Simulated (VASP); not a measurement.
Given:

```
CELL_PARAMETERS angstrom
      1.50870    -2.61315     0.00000
      1.50870     2.61315     0.00000
      0.00000     0.00000     3.17692
ATOMIC_POSITIONS crystal
  Ti 0.00000 0.00000 0.00000
  B  0.33333 0.66667 0.50000
  B  0.66667 0.33333 0.50000
```

Level of theory: AM05 GGA, VASP's PBE PAW potentials (set 64) (plane waves; VASP). Numerical set-up: 520 eV cut-off, 13×13×11 Γ-centred mesh, tetrahedra with Blöchl corrections, potentials Ti_sv B.

Predict the energy per atom (σ→0), band gap (on the k-mesh) with the smallest direct gap where there is one.

- band gap (on the k-mesh): none (metal, semimetal or under 0.01 eV)
- energy per atom (σ→0): -8.496 eV/atom

Only differences to runs with the same potentials and settings are physical.

The compound is TiB2 in the AlB2 type structure. It was relaxed first.
